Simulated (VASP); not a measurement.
Crystal: W.

```
CELL_PARAMETERS angstrom
-1.58234 1.58234 1.58234
1.58234 -1.58234 1.58234
1.58234 1.58234 -1.58234
ATOMIC_POSITIONS crystal
W 0.00000 0.00000 0.00000
```

| Quantity | Value |
| --- | --- |
| Program | VASP 6.6.1 |
| Task | relaxation of cell and atoms |
| Functional | PBE |
| Potentials or basis | VASP PAW PBE potentials, release 64 (W_sv) |
| Cutoff | 600 eV |
| k mesh | 24 × 24 × 24 |
| Occupations | fermi-dirac, width 0.05 eV |
| Spin | no spin polarisation |

At the start: pressure 6.3 GPa; volume 15.85 Å³/atom.

**Question.** How do energy, volume and symmetry change on relaxing?

**Answer.** Over 7 steps the energy falls by 6.1 meV/atom and the volume is 16.16 Å³/atom (+2.0 %); space group Im-3m (No. 229, to 0.05 Å).

The path:
```csv
step,energy change (eV),largest force (eV/Å),pressure (GPa),volume (Å³)
1,0.0000,0.0000,6.31,15.85
2,0.0641,0.0000,-18.30,17.32
3,-0.0061,0.0000,-0.24,16.17
4,-0.0061,0.0000,0.06,16.16
5,-0.0061,0.0000,0.05,16.16
6,-0.0061,0.0000,0.05,16.16
7,-0.0061,0.0000,0.04,16.16
```

Final structure:
```xyz
1
Lattice="-1.5928 1.5928 1.5928 1.5928 -1.5928 1.5928 1.5928 1.5928 -1.5928" Properties=species:S:1:pos:R:3 pbc="T T T"
W     0.0000    0.0000    0.0000
```
